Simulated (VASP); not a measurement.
Given:

```yaml
crystal:
  lattice:
    - [0.00000, 2.69374, 2.69374]
    - [2.69374, 0.00000, 2.69374]
    - [2.69374, 2.69374, 0.00000]
  atoms:
    - { symbol: Cd, position: [0.00000, 0.00000, 0.00000] }
    - { symbol: F, position: [0.25000, 0.25000, 0.25000] }
    - { symbol: F, position: [0.75000, 0.75000, 0.75000] }
```

These are r2SCAN+rVV10, VASP's PBE PAW potentials (set 64) (plane waves; VASP 6.6.1) values and carry that method's errors. Numerical set-up: 520 eV cut-off, 7×7×7 Γ-centred mesh, Gaussian smearing of 0.050 eV, potentials Cd F.

Problem. Give the energy at these volumes per atom, relative to the lowest: 12.19, 12.58, 12.97, 13.36, 13.75 Å³.

Solution. 22.4, 6.0, 0.0, 2.9, 13.0 meV/atom. A third-order Birch-Murnaghan fit gives B0 = 117 GPa and B0′ = 5.0.

The compound is CdF2 in the fluorite structure. It was relaxed first.
